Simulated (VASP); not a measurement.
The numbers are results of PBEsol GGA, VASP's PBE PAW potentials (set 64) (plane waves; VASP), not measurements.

The input files of a VASP run:

File KPOINTS:
```
kpoints
0
Gamma
7 7 7
```

### INCAR
```
ALGO=Normal
EDIFF=1E-6
EDIFFG=-0.01
ENCUT=520
GGA=PS
IBRION=2
ISIF=3
ISMEAR=0
LASPH=.TRUE.
LCHARG=.FALSE.
LMAXMIX=4
LREAL=.FALSE.
LWAVE=.FALSE.
NELM=100
NSW=60
PREC=Accurate
SIGMA=0.05
SYSTEM=GaAs
```

POSCAR:
```
GaAs
1
    0.0000000000     2.8250000000     2.8250000000
    2.8250000000     0.0000000000     2.8250000000
    2.8250000000     2.8250000000     0.0000000000
Ga As
1 1
Direct
  0.0000000000   0.0000000000   0.0000000000
  0.2500000000   0.2500000000   0.2500000000
```

POTCAR, in this order: Ga_d As (PBE.64 set). Program: vasp_std.

What VASP printed:

File OUTCAR:
```
 ion  position               nearest neighbor table
   1  0.000  0.000  0.000-   2 2.45   2 2.45   2 2.45   2 2.45
   2  0.250  0.250  0.250-   1 2.45   1 2.45   1 2.45   1 2.45
  LATTYP: Found a face centered cubic cell.
 ALAT       =     5.6500000000
 Subroutine PRICEL returns:
 Original cell was already a primitive cell.
 Subroutine GETGRP returns: Found 24 space group operations
The static configuration has the point symmetry T_d .
The dynamic configuration has the point symmetry T_d .
 Subroutine INISYM returns: Found 24 space group operations
 Subroutine IBZKPT returns following result:
 Found     20 irreducible k-points:

 Following reciprocal coordinates:
            Coordinates               Weight
  0.000000  0.000000  0.000000      1.000000
  0.142857  0.000000  0.000000      8.000000
  0.285714  0.000000  0.000000      8.000000
  0.428571  0.000000  0.000000      8.000000
  0.142857  0.142857  0.000000      6.000000
  0.285714  0.142857  0.000000     24.000000
  0.428571  0.142857  0.000000     24.000000
 -0.428571  0.142857  0.000000     24.000000
 -0.285714  0.142857  0.000000     24.000000
...
```

File OSZICAR:
```
       N       E                     dE             d eps       ncg     rms          rms(c)
DAV:   1     0.819273020194E+02    0.81927E+02   -0.94886E+03   528   0.186E+03
DAV:   2    -0.294810590200E+01   -0.84875E+02   -0.82538E+02   550   0.328E+02
DAV:   3    -0.917250140508E+01   -0.62244E+01   -0.61884E+01   665   0.754E+01
DAV:   4    -0.928109800116E+01   -0.10860E+00   -0.10856E+00   594   0.111E+01
DAV:   5    -0.928323426677E+01   -0.21363E-02   -0.21362E-02   663   0.131E+00    0.295E+00
DAV:   6    -0.911546372241E+01    0.16777E+00   -0.27741E-01   825   0.114E+01    0.175E+00
DAV:   7    -0.908246849159E+01    0.32995E-01   -0.69830E-02   768   0.250E+00    0.538E-01
DAV:   8    -0.908059838526E+01    0.18701E-02   -0.98609E-03   600   0.139E+00    0.100E-01
DAV:   9    -0.908076594050E+01   -0.16756E-03   -0.78682E-04   664   0.398E-01    0.440E-02
DAV:  10    -0.908079446980E+01   -0.28529E-04   -0.55450E-05   698   0.829E-02    0.236E-02
DAV:  11    -0.908081553801E+01   -0.21068E-04   -0.26362E-05   565   0.580E-02    0.219E-03
DAV:  12    -0.908081558923E+01   -0.51219E-07   -0.82454E-07   455   0.163E-02
   1 F= -.90808156E+01 E0= -.90808156E+01  d E =-.908082E+01
       N       E                     dE             d eps       ncg     rms          rms(c)
DAV:   1    -0.909479643199E+01   -0.13981E-01   -0.18577E-01   675   0.896E+00    0.670E-01
DAV:   2    -0.908416623306E+01    0.10630E-01   -0.19311E-02   635   0.328E+00    0.308E-01
DAV:   3    -0.908146195310E+01    0.27043E-02   -0.34832E-03   685   0.122E+00    0.660E-02
DAV:   4    -0.908121546759E+01    0.24649E-03   -0.30947E-04   613   0.284E-01    0.228E-02
DAV:   5    -0.908118038771E+01    0.35080E-04   -0.20978E-05   678   0.690E-02    0.596E-03
DAV:   6    -0.908117928624E+01    0.11015E-05   -0.22477E-06   428   0.260E-02    0.307E-03
DAV:   7    -0.908117935548E+01   -0.69232E-07   -0.33021E-07   260   0.114E-02
   2 F= -.90811794E+01 E0= -.90811794E+01  d E =-.363766E-03
       N       E                     dE             d eps       ncg     rms          rms(c)
DAV:   1    -0.908237851455E+01   -0.11992E-02   -0.15205E-02   675   0.252E+00    0.193E-01
DAV:   2    -0.908149581592E+01    0.88270E-03   -0.16468E-03   635   0.990E-01    0.881E-02
DAV:   3    -0.908127678555E+01    0.21903E-03   -0.27121E-04   685   0.340E-01    0.197E-02
DAV:   4    -0.908125675939E+01    0.20026E-04   -0.24636E-05   601   0.768E-02    0.659E-03
DAV:   5    -0.908125410588E+01    0.26535E-05   -0.15597E-06   320   0.198E-02    0.148E-03
DAV:   6    -0.908125407744E+01    0.28436E-07   -0.28505E-07   260   0.807E-03
   3 F= -.90812541E+01 E0= -.90812541E+01  d E =-.438488E-03
```

OUTCAR:
```
------------------------ aborting loop because EDIFF is reached ----------------------------------------
  FORCE on cell =-STRESS in cart. coord.  units (eV):
  Direction    XX          YY          ZZ          XY          YZ          ZX
  --------------------------------------------------------------------------------------
  Total        0.0033251      0.0033251      0.0033251      0.0000000      0.0000000     -0.0000000
  in kB        0.1173566      0.1173566      0.1173566      0.0000000      0.0000000     -0.0000000
  external PRESSURE =       0.1173566 kB  Pullay stress =       0.0000000 kB
  volume of cell :       45.39
      direct lattice vectors                 reciprocal lattice vectors
     0.000000000  2.831331385  2.831331385    -0.176595365  0.176595365  0.176595365
     2.831331385  0.000000000  2.831331385     0.176595365 -0.176595365  0.176595365
     2.831331385  2.831331385  0.000000000     0.176595365  0.176595365 -0.176595365
  FREE ENERGIE OF THE ION-ELECTRON SYSTEM (eV)
  ---------------------------------------------------
  free  energy   TOTEN  =        -9.0812540774 eV

  energy  without entropy=       -9.0812540774  energy(sigma->0) =       -9.08125408

 reached required accuracy - stopping structural energy minimisation
```
(Selected blocks of OUTCAR.)

CONTCAR:
```
GaAs
   1.00000000000000
     0.0000000000000000    2.8313313848194004    2.8313313848194004
     2.8313313848194004    0.0000000000000000    2.8313313848194004
     2.8313313848194004    2.8313313848194004    0.0000000000000000
  Ga              As
     1     1
Direct
     0.0000000000000000    0.0000000000000000    0.0000000000000000
     0.2500000000000000    0.2500000000000000    0.2500000000000000
```

The compound is GaAs in the zinc blende structure. This run relaxes it. Symmetry was kept, so distortions that lower it aren't found.
